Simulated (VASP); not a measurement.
Output of a VASP run:

File OSZICAR:
```
       N       E                     dE             d eps       ncg     rms          rms(c)
DAV:   1     0.479636524941E+02    0.47964E+02   -0.87654E+03  4547   0.137E+03
DAV:   2    -0.640293403115E+01   -0.54367E+02   -0.53297E+02  4613   0.554E+02
DAV:   3    -0.888089113284E+01   -0.24780E+01   -0.23463E+01  4997   0.576E+01
DAV:   4    -0.898745376192E+01   -0.10656E+00   -0.10207E+00  5004   0.100E+01
DAV:   5    -0.899166325510E+01   -0.42095E-02   -0.41629E-02  4682   0.177E+00    0.246E+01
DAV:   6    -0.898621586851E+01    0.54474E-02   -0.32106E-02  4570   0.342E+00    0.147E+01
DAV:   7    -0.899546121926E+01   -0.92454E-02   -0.55139E-02  4465   0.446E+00    0.371E-01
DAV:   8    -0.899523863610E+01    0.22258E-03   -0.36295E-03  4442   0.877E-01    0.953E-02
DAV:   9    -0.899524355570E+01   -0.49196E-05   -0.20410E-04  4648   0.199E-01    0.323E-02
DAV:  10    -0.899523804668E+01    0.55090E-05   -0.27889E-05  4647   0.673E-02    0.442E-02
DAV:  11    -0.899523874416E+01   -0.69747E-06   -0.24008E-06  4566   0.193E-02    0.451E-03
DAV:  12    -0.899523905265E+01   -0.30850E-06   -0.18773E-07  2897   0.694E-03    0.176E-03
DAV:  13    -0.899523902870E+01    0.23948E-07   -0.37123E-08  2505   0.849E-03
   1 F= -.89952390E+01 E0= -.89952390E+01  d E =0.000000E+00
```

OUTCAR:
```
------------------------ aborting loop because EDIFF is reached ----------------------------------------
  FORCE on cell =-STRESS in cart. coord.  units (eV):
  Direction    XX          YY          ZZ          XY          YZ          ZX
  --------------------------------------------------------------------------------------
  Total        0.0301355      0.0301355      0.1151477      0.0000000     -0.0000000     -0.0000000
  in kB        0.7844904      0.7844901      2.9975345      0.0000000     -0.0000000     -0.0000000
  external PRESSURE =       1.5221717 kB  Pullay stress =       0.0000000 kB
  volume of cell :       61.55
      direct lattice vectors                 reciprocal lattice vectors
     1.791575598 -3.103099514  0.000000000     0.279083953 -0.161129219  0.000000000
     1.791575598  3.103099514  0.000000000     0.279083953  0.161129219  0.000000000
     0.000000000  0.000000000  5.535296790     0.000000000  0.000000000  0.180658786
 POSITION                                       TOTAL-FORCE (eV/Angst)
 -----------------------------------------------------------------------------------
      1.79158      1.03437      1.38382        -0.000000      0.000000      0.000000
      1.79158     -1.03437      4.15147         0.000000      0.000000      0.000000
 -----------------------------------------------------------------------------------
    total drift:                               -0.000002      0.000088     -0.000012
  FREE ENERGIE OF THE ION-ELECTRON SYSTEM (eV)
  ---------------------------------------------------
  free  energy   TOTEN  =        -8.9952390287 eV

  energy  without entropy=       -8.9952390287  energy(sigma->0) =       -8.99523903

 total charge

# of ion       s       p       d       tot
------------------------------------------
    1        0.510   6.532   1.067   8.110
    2        0.510   6.532   1.067   8.110
--------------------------------------------------
tot          1.020  13.065   2.135  16.220
```
(Selected blocks of OUTCAR.)

### POSCAR
```
Er
1
    1.7915755975    -3.1030995144     0.0000000000
    1.7915755975     3.1030995144    -0.0000000000
   -0.0000000000     0.0000000000     5.5352967895
Er
2
Direct
  0.3333330000   0.6666670000   0.2500000000
  0.6666670000   0.3333330000   0.7500000000
```

**Question.** Reconstruct the remaining input files.

**Answer.** This is not unique; one that fits is the input of the run itself, PBE GGA, plane waves, VASP's PBE PAW potentials (set 64).

### KPOINTS
```
kpoints
0
gamma
13 13 8
0 0 0
```

INCAR:
```
! general
SYSTEM   =  Er
PREC     =  Accurate
ENCUT    =  520
LREAL    =  .FALSE.
LASPH    =  .TRUE.

! electronic loop
EDIFF    =  1E-7
NELM     =  100
ALGO     =  Normal
LMAXMIX  =  6

! smearing
ISMEAR   =  -5

! functional
GGA      =  PE

! ions
ISIF     =  2

! output
LWAVE    =  .FALSE.
LCHARG   =  .TRUE.
LORBIT   =  11
NEDOS    =  601
```

POTCAR, in this order: Er_3 (PBE.64 set). Program: vasp_std.

The 4f electrons are frozen in the core of the lanthanide potential, so 4f levels, which can set the real gap, and their magnetism are missing. For a metal the tetrahedron method with Blöchl corrections gives inexact stress and forces.

The compound is Er in the hcp structure. It was relaxed first.
